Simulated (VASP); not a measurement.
Given:

```
GeSb
1.0
    0.00000     2.86507     2.86507
    2.86507     0.00000     2.86507
    2.86507     2.86507     0.00000
Ge Sb
1 1
Direct
  0.00000   0.00000   0.00000
  0.50000   0.50000   0.50000
```

Method: PBEsol GGA, VASP's PBE PAW potentials (set 64) (plane waves; VASP). Run with 400 eV cut-off, Gaussian smearing of 0.050 eV, potentials Ge_d Sb.

Give the energies of bands 7 to 12 at the high-symmetry points, in eV from the Fermi level.

```json
[
 {"band": "7", "Γ": "-2.26", "X": "-6.12", "U": "-8.03", "L": "-9.27", "W": "-8.14"},
 {"band": "8", "Γ": "-0.68", "X": "-5.83", "U": "-5.29", "L": "0.15", "W": "-4.81"},
 {"band": "9", "Γ": "-0.68", "X": "-3.17", "U": "-2.52", "L": "0.15", "W": "-4.81"},
 {"band": "10", "Γ": "-0.68", "X": "-3.17", "U": "-1.89", "L": "0.61", "W": "1.33"},
 {"band": "11", "Γ": "5.01", "X": "2.50", "U": "4.79", "L": "0.61", "W": "1.75"},
 {"band": "12", "Γ": "5.01", "X": "7.59", "U": "4.95", "L": "1.29", "W": "6.21"}
]
```

It has no gap at this level: it comes out as a metal or semimetal.

The structure comes from a computed database's GeSb entry (Fm-3m); how it stands against other phases isn't given here. It was relaxed first. The electron count is odd and the run is not spin-polarised, which forces a metal.
